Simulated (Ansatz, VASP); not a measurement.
Mg3PN: VASP beside Ansatz

Contents of POSCAR:

```
Mg3PN
1.0
    4.1515493214      0.0000000000      0.0000000000
    0.0000000000      4.1515493214      0.0000000000
    0.0000000000      0.0000000000      4.1515493214
P N Mg
1 1 3
Direct
    0.0000000000      0.0000000000      0.0000000000
    0.5000000000      0.5000000000      0.5000000000
    0.5000000000      0.5000000000      0.0000000000
    0.5000000000      0.0000000000      0.5000000000
    0.0000000000      0.5000000000      0.5000000000
```

File INCAR.step1:

```
  PREC = Accurate
  ENCUT = 520
  ISMEAR = 0
  SIGMA = 0.01
  LREAL = F
  LASPH = T
  NELM = 100
  NBANDS = 16
  GGA = PE
  ALGO = Normal
  EDIFF = 1E-4
  LWAVE = T
  LCHARG = F
```

File INCAR.step2:

```
  PREC = Accurate
  ENCUT = 520
  EDIFF = 1E-6
  ISMEAR = 0
  SIGMA = 0.01
  LREAL = F
  LASPH = T
  NELM = 100
  ALGO = Normal
  ISIF = 2
  LWAVE = F
  LCHARG = T
  METAGGA = R2SCAN
  LMIXTAU = T
  LELF = T
  LVHAR = T
  NBANDS = 16
  ISTART = 1
```

File KPOINTS:

```
regular mesh
0
Gamma
  6 6 6
```

Input for Ansatz:

```yaml
crystal:
  lattice:
    - [4.1515493214, 0.0, 0.0]
    - [0.0, 4.1515493214, 0.0]
    - [0.0, 0.0, 4.1515493214]
  atoms:
    - { symbol: P, position: [0.0, 0.0, 0.0] }
    - { symbol: "N", position: [0.5, 0.5, 0.5] }
    - { symbol: Mg, position: [0.5, 0.5, 0.0] }
    - { symbol: Mg, position: [0.5, 0.0, 0.5] }
    - { symbol: Mg, position: [0.0, 0.5, 0.5] }
kpoints:
  mp_grid: { grid: [6, 6, 6] }
  band_path:
    path: [[0.0, 0.0, 0.0], [0.0, 0.5, 0.0], [0.5, 0.5, 0.0], [0.5, 0.5, 0.5]]
    npoints: 1
hamiltonian:
  xc: r2scan
scf:
  occupations: { method: fixed }
  n_extra_bands: 5
output:
  forces: true
  stress: true
  eigenvalues: true
```

Alike in both runs: task single point; functional r2SCAN; k mesh 6 × 6 × 6; no spin polarisation.

|  | VASP | Ansatz |
| --- | --- | --- |
| version | VASP 6.6.1 | Ansatz 0.2.0 |
| potentials or method | VASP PAW PBE potentials, release 64 (P, N, Mg) | plane waves, PAW |
| plane-wave cutoff (eV) | 520 | 500 |
| occupations | gaussian, width 0.01 eV | fixed |
| valence electrons in the cell | 16 | 40 |

Ansatz gave:

| Quantity | Value |
| --- | --- |
| gap on the k mesh at the Fermi level (eV) | 2.20 |
| pressure (GPa) | 0.0 |

Q: Which values does VASP return?

A: gap on the k mesh at the Fermi level (eV): 2.19; pressure (GPa): -0.5.

The two sets of potentials don't hold the same shells in valence.

Caveats: the PAW data sets were made with another functional, which shifts forces and pressure a little (VASP). r2SCAN opens gaps a little over a GGA but as a rule still falls short of measured ones. A k mesh can miss the band edges.
